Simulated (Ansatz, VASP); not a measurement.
## Rh (Rhodium) in two plane-wave programs

Aim: how closely do two programs agree when they are given the same cell, functional and k mesh? The cell is taken from a series of VASP runs on this material, whose earlier steps may have relaxed, scaled or displaced it; both programs get it as it stands. Valence electrons are named where the data sets of a main pair hold unlike numbers.

Main program and level: Ansatz 0.2.0; plane waves, with VASP 6.6.1 beside it; relaxation of cell and atoms at r2SCAN with rVV10.

## Step 1: The structure

Symmetry: Fm-3m, No. 225, cubic system. Conventional cell: a = 3.803 Å, b = 3.803 Å, c = 3.803 Å, α = 90.00°, β = 90.00°, γ = 90.00°. Nearest to Rh lie 12 Rh at 2.69 Å.

Coordinates:

```
Rh
1.0
     0.00000    1.90155    1.90155
     1.90155    0.00000    1.90155
     1.90155    1.90155    0.00000
Rh
1
Direct
  0.00000 0.00000 0.00000
```

## Step 2: VASP: relaxation of cell and atoms, r2SCAN with rVV10

The relaxed volume is the usual yardstick between codes: in a stiff, nearly cubic crystal its relative difference is about their pressure difference at one cell divided by the bulk modulus.

Lines of VASP's logs that name or quote its potential files are left out, and so is its time.

Contents of INCAR:

```
SYSTEM = Rh
PREC = Accurate
ENCUT = 450
EDIFF = 1E-06
NELM = 100
ISMEAR = 1
SIGMA = 0.1
LREAL = .FALSE.
ALGO = Normal
METAGGA = R2SCAN
LUSE_VDW = .TRUE.
IVDW_NL = 2
BPARAM = 11.95
CPARAM = 0.0093
LASPH = .TRUE.
LORBIT = 11
LWAVE = .FALSE.
LCHARG = .FALSE.
KPAR = 2
IBRION = 2
NSW = 50
ISIF = 3
EDIFFG = -0.01
```

Contents of POSCAR:

```
Rh
1.0
    0.0000000000      1.9015500000      1.9015500000
    1.9015500000      0.0000000000      1.9015500000
    1.9015500000      1.9015500000      0.0000000000
Rh
1
Direct
    0.0000000000      0.0000000000      0.0000000000
```

Contents of KPOINTS:

```
Automatic mesh
0
Gamma
12 12 12
0 0 0
```

Potentials, in the order of the species: Rh_pv (PBE family, release 64).

On the command line:

```
> mpirun -np 2 vasp_std
```

Numbers of over 12 decimals in the logs are rounded to 6 here.

The log of the run:

```text
[banner, memory and clock lines left out]
running    2 mpi-ranks, on    1 nodes
 distrk:  each k-point on    1 cores,    2 groups
 distr:  one band on    1 cores,    1 groups

 POSCAR found type information on POSCAR Rh
 POSCAR found :  1 types and       1 ions
|                                                                             |
|               ----> ADVICE to this user running VASP <----                  |
|                                                                             |
|     You have switched on vdW-DFT.                                           |
|     This routine was written and supplied by Jiri Klimes. We recommend      |
|     that you carefully read and cite the following publications:            |
|       J. Klimes, D.R. Bowler, A. Michelides                                 |
|          J. Phys.: Cond Matt. 22 022201 (2010)                              |
|       J. Klimes, D.R. Bowler, A. Michelides                                 |
|          Phys. Rev. B. 83, 195131 (2011)                                    |
|     and references therein.                                                 |
|                                                                             |

|                                                                             |
|               ----> ADVICE to this user running VASP <----                  |
|                                                                             |
|     You enforced a specific xc type in the INCAR file but a different       |
|     [... a line on the potential file left out ...]
|     I HOPE YOU KNOW WHAT YOU ARE DOING!                                     |
|                                                                             |

 LDA part: xc-table for (None), standard interpolation
 POSCAR, INCAR and KPOINTS ok, starting setup
 FFT: planning ... GRIDC
 FFT: planning ... GRID_SOFT
 FFT: planning ... GRID
 WAVECAR not read
 entering main loop
       N       E                     dE             d eps       ncg     rms          rms(c)
Total rVV10 correction in eV:      0.3197543    15.8182988
Total rVV10 correction in eV:      0.3197543    15.8182988
DAV:   1     0.901370426821E+02    0.90137E+02   -0.88362E+03  1587   0.135E+03
DAV:   2    -0.273037965476E+02   -0.11744E+03   -0.11236E+03  1641   0.378E+02
DAV:   3    -0.288596953495E+02   -0.15559E+01   -0.15423E+01  1848   0.493E+01
DAV:   4    -0.288692954111E+02   -0.96001E-02   -0.95980E-02  1817   0.403E+00
DAV:   5    -0.288694842242E+02   -0.18881E-03   -0.18881E-03  1863   0.474E-01    0.130E+01
Total rVV10 correction in eV:      0.2982037    15.8182995
Total rVV10 correction in eV:      0.2982037    15.8182995
DAV:   6    -0.238397496152E+02    0.50297E+01   -0.51911E+00  1653   0.352E+01    0.247E+00
Total rVV10 correction in eV:      0.2993975    15.8182995
Total rVV10 correction in eV:      0.2993975    15.8182995
DAV:   7    -0.238423749655E+02   -0.26254E-02   -0.78913E-02  1746   0.419E+00    0.167E+00
Total rVV10 correction in eV:      0.2973481    15.8182995
Total rVV10 correction in eV:      0.2973481    15.8182995
DAV:   8    -0.238412141785E+02    0.11608E-02   -0.65660E-03  1719   0.109E+00    0.335E-01
Total rVV10 correction in eV:      0.2965403    15.8182995
Total rVV10 correction in eV:      0.2965403    15.8182995
DAV:   9    -0.238412373781E+02   -0.23200E-04   -0.90777E-04  1845   0.407E-01    0.285E-02
Total rVV10 correction in eV:      0.2963805    15.8182995
Total rVV10 correction in eV:      0.2963805    15.8182995
DAV:  10    -0.238412814986E+02   -0.44121E-04   -0.17059E-04  1731   0.178E-01    0.373E-02
Total rVV10 correction in eV:      0.2964793    15.8182995
Total rVV10 correction in eV:      0.2964793    15.8182995
DAV:  11    -0.238412689781E+02    0.12521E-04   -0.16292E-05  1845   0.598E-02    0.112E-03
Total rVV10 correction in eV:      0.2964866    15.8182995
Total rVV10 correction in eV:      0.2964866    15.8182995
DAV:  12    -0.238412688167E+02    0.16137E-06   -0.27061E-07  1086   0.706E-03
Total rVV10 correction in eV:      0.2964822    15.8182995
Total rVV10 correction in eV:      0.2964822    15.8182995
Total rVV10 correction in eV:      0.2964838    15.8182995
Total rVV10 correction in eV:      0.2964838    15.8182995
   1 F= -.23841269E+02 E0= -.23841364E+02  d E =-.238413E+02
 curvature:   0.00 expect dE= 0.000E+00 dE for cont linesearch  0.000E+00
 trial: gam= 0.00000 g(F)=  0.206E-61 g(S)=  0.602E-02 ort = 0.000E+00 (trialstep = 0.100E+01)
 search vector abs. value=  0.602E-02
 bond charge predicted
       N       E                     dE             d eps       ncg     rms          rms(c)
Total rVV10 correction in eV:      0.2967234    15.8182995
Total rVV10 correction in eV:      0.2967234    15.8182995
DAV:   1    -0.240999201032E+02   -0.25865E+00   -0.40444E+00  1716   0.334E+01    0.391E+00
Total rVV10 correction in eV:      0.2884428    15.8182993
Total rVV10 correction in eV:      0.2884428    15.8182993
DAV:   2    -0.238359706877E+02    0.26395E+00   -0.61601E-01  1659   0.121E+01    0.597E-01
Total rVV10 correction in eV:      0.2885198    15.8182993
Total rVV10 correction in eV:      0.2885198    15.8182993
DAV:   3    -0.238351656402E+02    0.80505E-03   -0.11620E-02  1761   0.145E+00    0.341E-01
Total rVV10 correction in eV:      0.2896918    15.8182993
Total rVV10 correction in eV:      0.2896918    15.8182993
DAV:   4    -0.238360498367E+02   -0.88420E-03   -0.96853E-04  1725   0.404E-01    0.932E-02
Total rVV10 correction in eV:      0.2902007    15.8182993
Total rVV10 correction in eV:      0.2902007    15.8182993
DAV:   5    -0.238360981615E+02   -0.48325E-04   -0.32427E-04  1863   0.262E-01    0.233E-02
Total rVV10 correction in eV:      0.2902562    15.8182993
Total rVV10 correction in eV:      0.2902562    15.8182993
DAV:   6    -0.238360820605E+02    0.16101E-04   -0.66130E-06  1701   0.308E-02    0.220E-03
Total rVV10 correction in eV:      0.2902684    15.8182993
Total rVV10 correction in eV:      0.2902684    15.8182993
DAV:   7    -0.238360815447E+02    0.51577E-06   -0.13367E-07  1227   0.493E-03
Total rVV10 correction in eV:      0.2902668    15.8182993
Total rVV10 correction in eV:      0.2902668    15.8182993
Total rVV10 correction in eV:      0.2902660    15.8182993
Total rVV10 correction in eV:      0.2902660    15.8182993
   2 F= -.23836082E+02 E0= -.23836106E+02  d E =0.518727E-02
 trial-energy change:    0.005187  1 .order    0.005359   -0.006023    0.016741
 step:   0.2736(harm=  0.2646)  dis= 0.00000  next Energy=   -23.842096 (dE=-0.827E-03)
 bond charge predicted
       N       E                     dE             d eps       ncg     rms          rms(c)
Total rVV10 correction in eV:      0.2900949    15.8182993
Total rVV10 correction in eV:      0.2900949    15.8182993
DAV:   1    -0.239880316076E+02   -0.15195E+00   -0.22127E+00  1671   0.249E+01    0.263E+00
Total rVV10 correction in eV:      0.2965606    15.8182996
Total rVV10 correction in eV:      0.2965606    15.8182996
DAV:   2    -0.238407101459E+02    0.14732E+00   -0.36661E-01  1653   0.909E+00    0.547E-01
Total rVV10 correction in eV:      0.2961623    15.8182996
Total rVV10 correction in eV:      0.2961623    15.8182996
DAV:   3    -0.238414029766E+02   -0.69283E-03   -0.37703E-03  1752   0.769E-01    0.336E-01
Total rVV10 correction in eV:      0.2951303    15.8182996
Total rVV10 correction in eV:      0.2951303    15.8182996
DAV:   4    -0.238420918024E+02   -0.68883E-03   -0.55019E-04  1737   0.306E-01    0.538E-02
Total rVV10 correction in eV:      0.2949296    15.8182996
Total rVV10 correction in eV:      0.2949296    15.8182996
DAV:   5    -0.238420881289E+02    0.36735E-05   -0.83108E-05  1815   0.131E-01    0.232E-02
Total rVV10 correction in eV:      0.2947896    15.8182996
Total rVV10 correction in eV:      0.2947896    15.8182996
DAV:   6    -0.238420954362E+02   -0.73073E-05   -0.20397E-05  1779   0.626E-02    0.895E-03
Total rVV10 correction in eV:      0.2947891    15.8182996
Total rVV10 correction in eV:      0.2947891    15.8182996
DAV:   7    -0.238420973437E+02   -0.19075E-05   -0.63131E-07  1091   0.127E-02    0.138E-03
Total rVV10 correction in eV:      0.2947890    15.8182996
Total rVV10 correction in eV:      0.2947890    15.8182996
DAV:   8    -0.238420973395E+02    0.42000E-08   -0.38977E-08   879   0.311E-03
Total rVV10 correction in eV:      0.2947905    15.8182996
Total rVV10 correction in eV:      0.2947905    15.8182996
Total rVV10 correction in eV:      0.2947903    15.8182996
Total rVV10 correction in eV:      0.2947903    15.8182996
   3 F= -.23842097E+02 E0= -.23842172E+02  d E =-.828523E-03
 curvature:  -0.13 expect dE=-0.859E-08 dE for cont linesearch -0.859E-08
 trial: gam= 0.00000 g(F)=  0.510E-61 g(S)=  0.649E-07 ort =-0.198E-04 (trialstep = 0.855E+00)
 search vector abs. value=  0.650E-07
 reached required accuracy - stopping structural energy minimisation
```

From OUTCAR (step 2):

```text
ion  position               nearest neighbor table
   1  0.000  0.000  0.000-

  LATTYP: Found a face centered cubic cell.
 ALAT       =     3.8031000000

 Subroutine GETGRP returns: Found 48 space group operations
 (whereof 48 operations were pure point group operations)

The static configuration has the point symmetry O_h .

 Found     72 irreducible k-points:

   k-points           NKPTS =     72   k-points in BZ     NKDIM =     72   number of bands    NBANDS=     11

   dimension x,y,z NGX =    20 NGY =   20 NGZ =   20
   dimension x,y,z NGXF=    40 NGYF=   40 NGZF=   40

   ENCUT  =  450.0 eV  33.07 Ry    5.75 a.u.   4.65  4.65  4.65*2*pi/ulx,y,z

   NELECT =      15.0000    total number of electrons

 k-points in reciprocal lattice and weights: Automatic mesh
   0.00000000  0.00000000  0.00000000       0.001
   0.08333333  0.00000000  0.00000000       0.005
   0.16666667  0.00000000  0.00000000       0.005
   0.25000000  0.00000000  0.00000000       0.005
   0.33333333  0.00000000  0.00000000       0.005
   0.41666667  0.00000000  0.00000000       0.005
   0.50000000  0.00000000  0.00000000       0.002
   0.08333333  0.08333333  0.00000000       0.003
   0.16666667  0.08333333  0.00000000       0.014
[...]
-0.33333333  0.50000000  0.16666667       0.007
  -0.25000000  0.50000000  0.25000000       0.003

 average (electrostatic) potential at core
       1 -75.8189

 E-fermi :  11.9037

 k-point     1 :       0.0000    0.0000    0.0000
  band No.  band energies     occupation
    ...
      5       8.6412      2.00000
      6       8.6412      2.00000
      7       8.6412      2.00000
      8      10.7724      2.00000
      9      10.7724      2.00000
     10      28.5613      0.00000
     11      29.1748      0.00000

 k-point     2 :       0.0833    0.0000    0.0000
  band No.  band energies     occupation
    ...
      5       8.5156      2.00000
      6       8.7525      2.00000
      7       8.7525      2.00000
      8      10.7134      2.00000
      9      10.7134      2.00000
     10      28.9745      0.00000
     11      29.1747      0.00000

 k-point     3 :       0.1667    0.0000    0.0000
  band No.  band energies     occupation
    ...
      5       8.2961      2.00000
      6       8.9740      2.00000
      7       8.9740      2.00000
      8      10.6684      2.00000
      9      10.6684      2.00000
     10      29.1747      0.00000
     11      29.8317      0.00000

  Total        0.0006699      0.0006699      0.0006699      0.0000000      0.0000000      0.0000000
  in kB        0.0786795      0.0786795      0.0786795      0.0000000      0.0000000      0.0000000
  external PRESSURE =       0.0786795 kB  Pullay stress =       0.0000000 kB

  energy-cutoff  :      450.00
  volume of cell :       13.64
      direct lattice vectors                 reciprocal lattice vectors
     0.000000000  1.896430034  1.896430034    -0.263653281  0.263653281  0.263653281
     1.896430034 -0.000000000  1.896430034     0.263653281 -0.263653281  0.263653281
     1.896430034  1.896430034  0.000000000     0.263653281  0.263653281 -0.263653281

 POSITION                                       TOTAL-FORCE (eV/Angst)
 -----------------------------------------------------------------------------------
      0.00000     -0.00000      0.00000        -0.000000     -0.000000     -0.000000
 -----------------------------------------------------------------------------------
    total drift:                               -0.000000     -0.000000     -0.000000

  FREE ENERGIE OF THE ION-ELECTRON SYSTEM (eV)
  ---------------------------------------------------
  free  energy   TOTEN  =       -23.8420973395 eV

  energy  without entropy=      -23.8423221904  energy(sigma->0) =      -23.84217229

 reached required accuracy - stopping structural energy minimisation

 total charge
# of ion       s       p       d       tot
------------------------------------------
    1        0.434   6.308   7.085  13.827

[... 3 further parts left out ...]
```

This run has no spin polarisation. Its electron count is odd, so without a moment it is a metal by construction. The PAW data sets were made with PBE, which is usual practice but a small mismatch for other functionals. The run keeps the 48 symmetry operations of its start, so it cannot find a distortion of lower symmetry.

(Continued in part 2 of 2.)

[Lines on the potential files, build, host, timing and source positions are cut from VASP's logs without a mark.]

[Logs are printed without paths, hosts, clocks, repeated set-up lines and the standing remarks that a program may print on its own settings, such as how far it seeks lower states.]

[Hosts, paths, dates, database ids (printed as entryN), source tags and the programs' standing remarks are cut or masked in the printed files.]
